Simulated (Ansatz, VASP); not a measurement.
**FeSe2 in VASP and in Ansatz**

```
CELL_PARAMETERS angstrom
0.00000 3.07385 3.07385
3.07385 0.00000 3.07385
3.07385 3.07385 0.00000
ATOMIC_POSITIONS crystal
Fe 0.00000 0.00000 0.00000
Se 0.25000 0.25000 0.25000
Se 0.75000 0.75000 0.75000
```

The cell comes from a database or a generator and needn't be the stable form of this composition.

Alike in both runs: task single point; functional LDA; k mesh 5 × 5 × 5; occupations gaussian, width 0.05 eV; no spin polarisation; Hubbard terms Fe d U = 8 eV.

```csv
,VASP,Ansatz
version,VASP 6.6.1,Ansatz 0.2.0
potentials or method,"VASP PAW LDA potentials, release 64 (Fe, Se)",Ansatz PAW
plane-wave cutoff (eV),520,420
valence electrons in the cell,20,48
```

Ansatz gave:

| Item | Value |
| --- | --- |
| gap on the k mesh at the Fermi level (eV) | 0.05 |
| least direct gap on the mesh (eV) | 0.76 |
| pressure (GPa) | -15.0 |

Task: Which values does VASP return?

Result: gap on the k mesh at the Fermi level (eV): 0.04; least direct gap on the mesh (eV): 0.73; pressure (GPa): -13.6.

The programs project onto different local orbitals, so the same U acts differently. The two sets of potentials don't hold the same shells in valence.

Caveats: an odd mesh through Γ misses points on the zone boundary, where band edges often lie (VASP); odd divisions of the mesh miss points on the zone boundary, where band edges often lie, so the gap on the mesh can be too wide (Ansatz); the PAW data sets come from PBE, with cores solved anew for the run's functional, which leaves a small shift of forces and pressure (Ansatz). Spin polarisation is off, so any magnetic state and its effect on volume and gap are missing.
